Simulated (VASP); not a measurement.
OSZICAR of a VASP run on K (bcc):

File OSZICAR:
```
       N       E                     dE             d eps       ncg     rms          rms(c)
DAV:   1     0.331158736177E+02    0.33116E+02   -0.33481E+03   560   0.722E+02
DAV:   2    -0.699099977093E+01   -0.40107E+02   -0.40006E+02   568   0.208E+02
DAV:   3    -0.834845190249E+01   -0.13575E+01   -0.13574E+01   976   0.326E+01
DAV:   4    -0.836397723080E+01   -0.15525E-01   -0.15518E-01   816   0.293E+00
DAV:   5    -0.836436836504E+01   -0.39113E-03   -0.39113E-03  1000   0.232E-01    0.202E+00
DAV:   6    -0.654856567390E+01    0.18158E+01   -0.15068E+00   584   0.118E+01    0.995E-01
DAV:   7    -0.600297917304E+01    0.54559E+00   -0.27167E-01   720   0.477E+00    0.620E-01
DAV:   8    -0.632652347404E+01   -0.32354E+00   -0.20601E-01   616   0.369E+00    0.361E-01
DAV:   9    -0.589984252404E+01    0.42668E+00   -0.16873E-01   560   0.346E+00    0.502E-02
DAV:  10    -0.602856899224E+01   -0.12873E+00   -0.51951E-02   688   0.220E+00    0.769E-02
DAV:  11    -0.602853147268E+01    0.37520E-04   -0.14780E-03  1008   0.244E-01    0.892E-02
DAV:  12    -0.602225809175E+01    0.62734E-02   -0.58944E-03   600   0.114E+00    0.103E-01
DAV:  13    -0.594244037742E+01    0.79818E-01   -0.17998E-02   632   0.135E+00    0.194E-01
DAV:  14    -0.601277907546E+01   -0.70339E-01   -0.45136E-02   584   0.179E+00    0.193E-01
DAV:  15    -0.601292564259E+01   -0.14657E-03   -0.37903E-03   616   0.534E-01    0.182E-01
DAV:  16    -0.601308891562E+01   -0.16327E-03   -0.16802E-04   960   0.532E-02    0.178E-01
DAV:  17    -0.601355899990E+01   -0.47008E-03   -0.55676E-05   696   0.851E-02    0.173E-01
DAV:  18    -0.601386002817E+01   -0.30103E-03   -0.10184E-03   576   0.342E-01    0.163E-01
DAV:  19    -0.601491067487E+01   -0.10506E-02   -0.40929E-03   576   0.860E-01    0.138E-01
DAV:  20    -0.601474444264E+01    0.16623E-03   -0.91006E-05   720   0.108E-01    0.129E-01
DAV:  21    -0.601473681231E+01    0.76303E-05   -0.34352E-05   784   0.728E-02    0.118E-01
DAV:  22    -0.601469330821E+01    0.43504E-04   -0.84384E-06   688   0.287E-02    0.116E-01
DAV:  23    -0.601464501125E+01    0.48297E-04   -0.27468E-05   608   0.586E-02    0.105E-01
DAV:  24    -0.601484059546E+01   -0.19558E-03   -0.67629E-05   592   0.838E-02    0.941E-02
DAV:  25    -0.601476204302E+01    0.78552E-04   -0.13516E-04   584   0.126E-01    0.844E-02
DAV:  26    -0.601480085678E+01   -0.38814E-04   -0.29280E-04   560   0.191E-01    0.618E-02
DAV:  27    -0.601482820396E+01   -0.27347E-04   -0.91612E-05   560   0.959E-02    0.343E-02
DAV:  28    -0.601490455253E+01   -0.76349E-04   -0.39185E-05   680   0.815E-02    0.184E-02
DAV:  29    -0.601481551312E+01    0.89039E-04   -0.50582E-05   592   0.712E-02    0.134E-02
DAV:  30    -0.601481233307E+01    0.31801E-05   -0.87438E-06   664   0.356E-02    0.126E-02
DAV:  31    -0.601478390259E+01    0.28430E-04   -0.20876E-05   576   0.452E-02    0.110E-02
DAV:  32    -0.601478374236E+01    0.16023E-06   -0.38265E-06   576   0.232E-02    0.938E-03
DAV:  33    -0.601478874819E+01   -0.50058E-05   -0.11577E-06   704   0.111E-02    0.772E-03
DAV:  34    -0.601478869254E+01    0.55655E-07   -0.51325E-07   592   0.886E-03    0.618E-03
DAV:  35    -0.601479171950E+01   -0.30270E-05   -0.12019E-06   624   0.116E-02    0.368E-03
DAV:  36    -0.601479103488E+01    0.68462E-06   -0.28386E-07   576   0.688E-03    0.230E-03
DAV:  37    -0.601479015221E+01    0.88267E-06   -0.30043E-07   584   0.638E-03    0.886E-04
DAV:  38    -0.601479013646E+01    0.15748E-07   -0.85682E-08   592   0.326E-03    0.367E-04
DAV:  39    -0.601478976653E+01    0.36992E-06   -0.10735E-07   592   0.289E-03    0.147E-04
DAV:  40    -0.601478991092E+01   -0.14438E-06   -0.22540E-08   688   0.161E-03    0.588E-05
DAV:  41    -0.601478983405E+01    0.76869E-07   -0.54867E-09   720   0.769E-04    0.330E-05
DAV:  42    -0.601478985604E+01   -0.21991E-07   -0.98640E-10   624   0.374E-04    0.141E-05
DAV:  43    -0.601478985430E+01    0.17397E-08   -0.14647E-09   568   0.318E-04
   1 F= -.60147899E+01 E0= -.60147116E+01  d E =-.601479E+01
```

Problem. Which electronic solver shows in the log?

Solution. It is blocked Davidson (ALGO = Normal, or the opening steps of other solvers). The INCAR had ALGO = Normal.

Problem. Can the final energy be trusted as converged?

Solution. The run converged. It stopped with EDIFF = 1E-8, NELM = 100, NSW = 30 and EDIFFG = -0.001 after 1 ionic step (r2SCAN meta-GGA, plane waves, VASP's PBE PAW potentials (set 64)).

The compound is K in the bcc structure. It was relaxed first. The start is the result of an earlier pass.
